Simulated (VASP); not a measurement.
Here is the system:

```yaml
crystal:
  lattice:
    - [-0.10306, 3.92140, 4.10229]
    - [3.92140, -0.10306, 4.10229]
    - [1.90917, 1.90917, 0.00000]
  atoms:
    - { symbol: Ir, position: [0.00000, 0.00000, 0.00000] }
    - { symbol: Ag, position: [0.00000, 0.50000, 0.00000] }
    - { symbol: Ag, position: [0.50000, 0.00000, 0.00000] }
    - { symbol: Ag, position: [0.50000, 0.50000, 0.00000] }
```

These are PBEsol GGA, VASP's PBE PAW potentials (set 64) (plane waves; VASP) values and carry that method's errors. Numerical set-up: 400 eV cut-off, 7×7×15 Γ-centred mesh, tetrahedra with Blöchl corrections, potentials Ir Ag.

The cores are frozen, which limits the accuracy of field gradients.

Question: Give the principal components of the electric field gradient (V/Å²) and the asymmetry η at each nucleus.

Answer: 
```csv
atom,Vxx,Vyy,Vzz,η
Ir1,-58.8,-36.9,95.7,0.23
Ag2,33.6,5.8,-39.3,0.71
Ag3,33.6,5.8,-39.3,0.71
Ag4,23.1,19.2,-42.3,0.09
```

The structure was generated: Ag3Ir was put into an ordered model structure (Cmmm), which need not be its known phase. It was relaxed first.
